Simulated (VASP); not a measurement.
Method: PBE GGA, VASP's PBE PAW potentials (set 64) (plane waves; VASP 6.6.1).

A VASP calculation is set up with these files.

INCAR:
```
LREAL = .False.   ! projection in real space or not
ENCUT = 520   ! plane-wave cut-off (eV)
ALGO = Normal
ISMEAR = 0   ! Gaussian
PREC = Accurate
SIGMA = 0.05   ! width (eV)
LCHARG = .False.
LWAVE = .True.
EDIFF = 1E-6   ! SCF stop (eV)
LASPH = .True.
LMAXMIX = 4   ! l cut-off of mixed one-centre charges
NELM = 100
GGA = PE   ! PBE
SYSTEM = ZnS
```

POSCAR:
```
ZnS
12.6107430
  0.1526262563  -0.2643564271   0.0000000000
  0.1526262563   0.2643564271   0.0000000000
  0.0000000000   0.0000000000   0.4999999881
Zn S
2 2
Cart
  0.1526262563  -0.0881189853   0.2500587115
  0.1526262563   0.0881189853   0.0000587174
  0.1526262563  -0.0881189853   0.4374412722
  0.1526262563   0.0881189853   0.1874412781
```

KPOINTS:
```
Automatic mesh
0
G
  6 6 4
0 0 0
```

POTCAR, in this order: Zn S (PBE.64 set). Program: vasp_std.

Output of the run:

**OUTCAR**
```
 ion  position               nearest neighbor table
   1  0.667  0.333  0.500-   4 2.36   4 2.36   4 2.36   3 2.36
   2  0.333  0.667  0.000-   3 2.36   3 2.36   3 2.36   4 2.36
   3  0.667  0.333  0.875-   2 2.36   2 2.36   2 2.36   1 2.36
   4  0.333  0.667  0.375-   1 2.36   1 2.36   1 2.36   2 2.36
  LATTYP: Found a hexagonal cell.
 ALAT       =     3.8494609495
 C/A-ratio  =     1.6379881321
 Subroutine PRICEL returns:
 Original cell was already a primitive cell.
 Subroutine GETGRP returns: Found 12 space group operations
The static configuration has the point symmetry C_3v.
 The point group associated with its full space group is C_6v.
The dynamic configuration has the point symmetry C_3v.
 Subroutine INISYM returns: Found 12 space group operations
 Subroutine IBZKPT returns following result:
 Found     21 irreducible k-points:

 Following reciprocal coordinates:
            Coordinates               Weight
  0.000000  0.000000  0.000000      1.000000
  0.166667 -0.000000  0.000000      6.000000
  0.333333 -0.000000  0.000000      6.000000
  0.500000  0.000000  0.000000      3.000000
  0.166667  0.166667  0.000000      6.000000
...
```

### OSZICAR
```
       N       E                     dE             d eps       ncg     rms          rms(c)
DAV:   1     0.233987835469E+03    0.23399E+03   -0.17687E+04   924   0.196E+03
DAV:   2     0.801811222057E+01   -0.22597E+03   -0.22069E+03   954   0.378E+02
DAV:   3    -0.140451860795E+02   -0.22063E+02   -0.21934E+02  1116   0.118E+02
DAV:   4    -0.145376169584E+02   -0.49243E+00   -0.49202E+00  1056   0.185E+01
DAV:   5    -0.145468255839E+02   -0.92086E-02   -0.92077E-02  1154   0.244E+00    0.959E+00
DAV:   6    -0.136732372789E+02    0.87359E+00   -0.20181E+00  1442   0.430E+01    0.748E+00
DAV:   7    -0.137072576524E+02   -0.34020E-01   -0.19428E+00   966   0.800E+00    0.327E+00
DAV:   8    -0.136896920174E+02    0.17566E-01   -0.12676E-01  1250   0.485E+00    0.110E+00
DAV:   9    -0.136904548933E+02   -0.76288E-03   -0.19686E-02  1216   0.269E+00    0.278E-01
DAV:  10    -0.136906311514E+02   -0.17626E-03   -0.15639E-03  1080   0.421E-01    0.176E-01
DAV:  11    -0.136908707124E+02   -0.23956E-03   -0.28754E-04  1020   0.114E-01    0.661E-02
DAV:  12    -0.136908844538E+02   -0.13741E-04   -0.24542E-05  1284   0.602E-02    0.151E-02
DAV:  13    -0.136908864766E+02   -0.20227E-05   -0.33800E-06   872   0.176E-02    0.813E-03
DAV:  14    -0.136908869696E+02   -0.49301E-06   -0.12016E-06   836   0.133E-02
   1 F= -.13690887E+02 E0= -.13690887E+02  d E =-.311033E-13
```

### OUTCAR
```
------------------------ aborting loop because EDIFF is reached ----------------------------------------
  FORCE on cell =-STRESS in cart. coord.  units (eV):
  Direction    XX          YY          ZZ          XY          YZ          ZX
  --------------------------------------------------------------------------------------
  Total       -0.0162126     -0.0162126      0.0200003      0.0000000     -0.0000000      0.0000000
  in kB       -0.3210131     -0.3210131      0.3960100      0.0000000     -0.0000000      0.0000000
  external PRESSURE =      -0.0820054 kB  Pullay stress =       0.0000000 kB
  volume of cell :       80.92
      direct lattice vectors                 reciprocal lattice vectors
     1.924730494 -3.333730962  0.000000000     0.259776629 -0.149982109  0.000000000
     1.924730494  3.333730962  0.000000000     0.259776629  0.149982109  0.000000000
     0.000000000  0.000000000  6.305371350     0.000000000  0.000000000  0.158594941
  FREE ENERGIE OF THE ION-ELECTRON SYSTEM (eV)
  ---------------------------------------------------
  free  energy   TOTEN  =       -13.6908869696 eV

  energy  without entropy=      -13.6908869696  energy(sigma->0) =      -13.69088697
```
(Selected blocks of OUTCAR.)

The compound is ZnS in the wurtzite structure, the high-temperature form. It was relaxed first.
